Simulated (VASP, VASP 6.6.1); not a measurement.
# Lattice constant of bcc niobium with LDA, PBEsol and PBE: PBE agrees within 0.5 %

## Reference data

The reference is the cubic lattice constant of unimplanted niobium, a = 3.301 Å, obtained by X-ray diffraction in "Mössbauer and X-ray Studies of Radiation-Induced Processes in Nb–Zr Alloys Implanted with 57Fe Ions" (2023, PubMed Central 10220652). The sample was a rolled foil annealed at 800 C and measured before implantation. No uncertainty and no temperature are given with the value; I take it as a room-temperature one. A JCPDS card is cited beside the niobium pattern, and it is my own thought that the number may echo that card to some degree. Niobium also takes up oxygen, nitrogen and hydrogen, which widen the lattice. The refined structure from which my calculations start has a = 3.300 Å, practically the same.

| compared with | measured | source's wording or label | method |
| --- | --- | --- | --- |
| lattice constant a of the conventional cell (Å) | 3.301 | cubic a of unimplanted Nb | X-ray diffraction |

Conditions are those given with the value in the passage it was taken from; "not stated" means there, and the paper may say more elsewhere.

## Method

I want the cheapest level of theory that gives the lattice constant of bcc niobium within 0.5 % of the measured value, which is a window of roughly 0.017 Å on either side. That is tight enough to expose the usual errors of simple density functionals, which often reach one per cent or more. It also leaves room for what the model omits: the nuclei are static at zero temperature, and thermal expansion together with zero-point motion should lengthen the measured lattice by roughly 0.1 to 0.2 %.

The model is the one-atom primitive cell, without spin polarisation, since niobium is a paramagnetic metal without magnetic order. Each relaxation starts from the diffraction cell stretched by 3 % in volume, so that the result has to be found and is not simply kept. I begin with the local density approximation, go on to gradient-corrected functionals, and turn to dearer forms only if these fail. Cutoff and k mesh are to be tested before a level is accepted.

System: Nb, space group Im-3m (Niobium); Im-3m (No. 229), 1 atom in the cell; conventional a = 3.300 A, from a published structure refinement (COD).

On the selection of runs and values: 1 further cited values are not listed: repeats, values quoted from earlier work, more than five for one quantity or six quantities, optical onsets of an indirect gap, modes that a denser mesh moves by over 3 %, or quantities that fewer than three runs give.

## 1. Local density approximation first

LDA is the simplest functional and sets the baseline. It usually binds metals too strongly, so I expect a lattice constant too short by one or two per cent. The mesh of 18×18×18 points is meant to sample the Fermi surface reasonably well, and with one atom in the cell it should still be cheap.

**Run 1.** VASP 6.6.1: LDA; 450 eV, 18x18x18 k mesh; cell and atoms relaxed, relaxed twice.

Key lines of the input:
```
ALGO = Normal
EDIFF = 1E-06
EDIFFG = -0.006
ENCUT = 450
GGA = CA
IBRION = 2
ISIF = 3
ISMEAR = 1
NBANDS = 12
NELM = 100
NSW = 50
PREC = Accurate
SIGMA = 0.15
KPOINTS: Gamma, 18 18 18
PAW data sets: Nb_sv (LDA 64)
```

Command:
```
mpirun -np 4 vasp_std
```

Selected lines of the output:
```
 reached required accuracy - stopping structural energy minimisation
  volume of cell :       17.08
    -1.622382712  1.622382712  1.622382712     0.000000000  0.308188688  0.308188688
```

Converged; 25 s on 4 cores of Intel Xeon 6975P-C (Granite Rapids), shared host (all steps together).

| quantity | run 1 | measured | deviation |
| --- | --- | --- | --- |
| lattice constant a of the conventional cell (Å) | 3.245 | 3.301 | −0.056 (−1.7 %) |
| volume of the conventional cell (Å³) | 34.16 |  |  |
| space group at the end | Im-3m |  |  |
| pressure left at the end (GPa) | 0.00419 |  |  |

LDA gives 3.245 Å, 1.7 % short and well outside the window. The error has the sign and size I expected from overbinding. Thermal expansion and zero-point motion would lengthen the computed lattice a little, but by far too little to close a gap of 0.056 Å.

## 2. Adding the density gradient with PBE

The next step is a gradient correction, which adds little to the cost of a cell this small. I take PBE, the general-purpose form, and keep cutoff and mesh as they were. It weakens the binding relative to LDA, so the lattice should widen; for a transition metal of the 4d series I expect a value close to the measured one, perhaps slightly above it.

**Run 2.** VASP 6.6.1: PBE; 450 eV, 18x18x18 k mesh; cell and atoms relaxed.

Key lines of the input, as changed from run 1:
```diff
- GGA = CA
+ GGA = PE
- PAW data sets: Nb_sv (LDA 64)
+ PAW data sets: Nb_sv (PBE 64)
```

Selected lines of the output:
```
 reached required accuracy - stopping structural energy minimisation
  volume of cell :       18.09
    -1.653580196  1.653580196  1.653580196     0.000000000  0.302374207  0.302374207
```

Converged; 12 s, same machine.

| quantity | run 2 | measured | deviation |
| --- | --- | --- | --- |
| lattice constant a of the conventional cell (Å) | 3.307 | 3.301 | +0.006 (+0.2 %) |
| volume of the conventional cell (Å³) | 36.17 |  |  |
| space group at the end | Im-3m |  |  |
| pressure left at the end (GPa) | 0.02006 |  |  |

PBE gives 3.307 Å, 0.2 % above the measured value and inside the window. The static lattice is already slightly too long, so thermal and zero-point expansion would add to the deviation; an allowance of the rough size assumed in the plan still leaves it within 0.5 %. The gradient correction has lengthened the lattice by 0.062 Å compared with LDA, at no noticeable cost.

## 3. PBEsol, with cutoff and mesh tested

Before settling on PBE I want to know how much the lattice constant depends on the plane-wave cutoff and the k mesh. I make this test with PBEsol, which costs about the same and also shows whether a gradient correction designed for solids comes closer. One run keeps the present settings, one raises the cutoff to 600 eV, and one refines the mesh to 26×26×26. I expect PBEsol to fall between LDA and PBE, and both refinements to move the lattice by far less than the window. Strictly, the test will hold for PBEsol; for PBE it is an indication, as the two functionals have the same form and differ only moderately.

**Run 3.** VASP 6.6.1: PBEsol; 450 eV, 18x18x18 k mesh; cell and atoms relaxed, relaxed twice.

Key lines of the input, as changed from run 2:
```diff
- GGA = PE
+ GGA = PS
```

Selected lines of the output:
```
 reached required accuracy - stopping structural energy minimisation
    -1.634285984  1.634285984  1.634285984     0.000000000  0.305944005  0.305944005
```

Converged; 20 s, same machine (all steps together).

**Run 4.** VASP 6.6.1: PBEsol; 600 eV, 18x18x18 k mesh; cell and atoms relaxed, relaxed twice.

Key lines of the input, as changed from run 3:
```diff
- ENCUT = 450
+ ENCUT = 600
```

Selected lines of the output:
```
    -1.635447314  1.635447314  1.635447314     0.000000000  0.305726755  0.305726755
```

Converged; 20 s, same machine (all steps together).

**Run 5.** VASP 6.6.1: PBEsol; 450 eV, 26x26x26 k mesh; cell and atoms relaxed, relaxed twice.

Key lines of the input, as changed from run 3:
```diff
- KPOINTS: Gamma, 18 18 18
+ KPOINTS: Gamma, 26 26 26
```

Selected lines of the output:
```
    -1.634152847  1.634152847  1.634152847     0.000000000  0.305968931  0.305968931
```

Converged; 48 s, same machine (all steps together).

| quantity | run 3 | run 4 | run 5 | measured |
| --- | --- | --- | --- | --- |
| lattice constant a of the conventional cell (Å) | 3.269 | 3.271 | 3.268 | 3.301 |
| volume of the conventional cell (Å³) | 34.92 | 34.99 | 34.91 |  |
| space group at the end | Im-3m | Im-3m | Im-3m |  |
| pressure left at the end (GPa) | 0.00509 | −0.03446 | 0.00495 |  |

PBEsol gives 3.269 Å, between LDA and PBE as I expected, but it is 1.0 % short and misses the window. Allowing for thermal and zero-point expansion would not bring it in.

The settings are not to blame. Raising the cutoff lengthens the lattice by 0.002 Å, and the finer mesh changes it by no more than 0.001 Å. Both shifts are small beside the PBEsol miss of 0.032 Å, and also beside the 0.010 Å or so that separates the PBE result from the upper edge of the window.

For PBE these tests remain indirect. That run was also relaxed only once, so its plane-wave basis still belonged to the stretched starting cell; I did not repeat it from the relaxed cell. The cell shrank by less than one per cent in length on the way, and I expect the effect to be small. PBE meets the target at the price of the simplest functionals, which leaves no reason to go on to dearer ones, and I end the series here.

## Comparison with experiment

| run | settings | lattice constant a of the conventional cell (Å) | deviation | cost |
| --- | --- | --- | --- | --- |
| 1 | LDA, 450 eV, 18x18x18 k mesh, relaxed twice | 3.245 | −0.056 (−1.7 %) | 99 core-s |
| 2 | PBE, 450 eV, 18x18x18 k mesh | 3.307 | +0.006 (+0.2 %) | under 1 core-min |
| 3 | PBEsol, 450 eV, 18x18x18 k mesh, relaxed twice | 3.269 | −0.032 (−1.0 %) | 80 core-s |
| 4 | PBEsol, 600 eV, 18x18x18 k mesh, relaxed twice | 3.271 | −0.030 (−0.9 %) | 81 core-s |
| 5 | PBEsol, 450 eV, 26x26x26 k mesh, relaxed twice | 3.268 | −0.033 (−1.0 %) | 3.2 core-min |
|  | measured | 3.301 |  |  |

## Discussion

PBE meets the target. It gives a = 3.307 Å for bcc niobium against the measured 3.301 Å, a deviation of +0.2 % where 0.5 % was allowed, for less than one core-minute. LDA is 1.7 % short and PBEsol 1.0 % short. The three cost about the same, so the choice between them rests on accuracy alone.

Part of the close agreement is a cancellation. The calculation leaves out thermal expansion and zero-point motion, which would lengthen the lattice by roughly 0.1 to 0.2 %. With them PBE would lie some 0.3 to 0.4 % too high, still inside the window but with less room. This fits the usual tendency of PBE to bind slightly too weakly. The same allowance would reduce the LDA and PBEsol errors without bringing either within the target.

The measured value has its own uncertainty. Dissolved oxygen, nitrogen or hydrogen would have widened the lattice of the foil, so a purer sample could only move the reference further below PBE. How much of these the foil contained I cannot tell.

The step from LDA to PBE decided the outcome. The PBEsol runs brought no better functional, but they showed that a higher cutoff and a finer mesh move the lattice constant by 0.002 Å at most. I did not repeat these tests with PBE, nor relax its cell a second time. The non-spherical gradient terms inside the PAW spheres were left out, and their effect was not examined here.

[Logs are printed without paths, hosts, clocks, repeated set-up lines and the standing remarks that a program may print on its own settings, such as how far it seeks lower states.]

[The runs shown are a pick from a larger set of finished runs; failed, doubtful and other runs were left out of it ahead of writing. So were measured values far from every level or from commonly accepted values, and agreement can look better than it is. Lines of input and output are excerpts and may be shortened.]
